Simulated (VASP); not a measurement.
Write the native input for VASP 6.6.1 that does the following.

```yaml
Task: single point
Functional: PBE
Potentials_or_basis: VASP PAW PBE potentials, release 64 (O, Cd, Se)
Cutoff: 520 eV
k_mesh: 6 × 6 × 6
Occupations: fermi-dirac, width 0.02 eV
Spin: no spin polarisation
Dipole_correction: no
Further_INCAR_settings: ALGO = Fast; EDIFF = 1e-06; NBANDS = 26
```

The structure of Cd2SeO lies in POSCAR:

```
Cd2SeO
1.0
    4.0169408488      0.0000000000      0.0000000000
    0.0000000000      4.0169408488      0.0000000000
    0.0000000000      0.0000000000      5.3610937569
O Cd Se
1 2 1
Direct
    0.0000000000      0.0000000000      0.0000000000
    0.0000000000      0.5000000000      0.8125683674
    0.5000000000      0.0000000000      0.1874316326
    0.5000000000      0.5000000000      0.5000000000
```

The cell was built by a generator and needn't be a form met in nature.

One way to write it, as run:

INCAR

```
SYSTEM = Cd2SeO
PREC     = Accurate       ! precision mode
ENCUT    = 520            ! plane-wave cutoff, eV
EDIFF    = 1E-6           ! SCF threshold, eV
ISMEAR   = -1             ! smearing method
SIGMA    = 0.02           ! smearing width, eV
LREAL    = .FALSE.        ! projectors in reciprocal space
LASPH    = .TRUE.         ! aspherical terms in the spheres
NELM     = 100            ! most SCF steps
ALGO     = Fast           ! electronic algorithm
ISIF     = 2              ! what is computed and relaxed
LWAVE    = .FALSE.        ! write WAVECAR
LCHARG   = .TRUE.         ! write CHGCAR
GGA      = PE             ! functional
LELF     = .TRUE.         ! ELF
LVHAR    = .TRUE.       
NBANDS   = 26             ! bands
```

KPOINTS

```
Automatic mesh
0
G
  6 6 6
  0 0 0
```

Potentials or basis: VASP PAW PBE potentials, release 64 (O, Cd, Se).

Command:

```console
$ cat potpaw_PBE.64/O/POTCAR potpaw_PBE.64/Cd/POTCAR potpaw_PBE.64/Se/POTCAR > POTCAR
$ mpirun -np 1 vasp_std > vasp.out
```

Results of the run:

```yaml
Pressure: 3.0 GPa
Largest_force: 0.131 eV/Å
Band_gap_on_the_k_mesh: none (metal or under the smearing width)
```

Wall time 70 s on 1 thread of Intel(R) Xeon(R) Platinum 8259CL CPU @ 2.50GHz (Skylake/Cascade Lake), with other jobs on the host, peak memory 0.24 GiB.
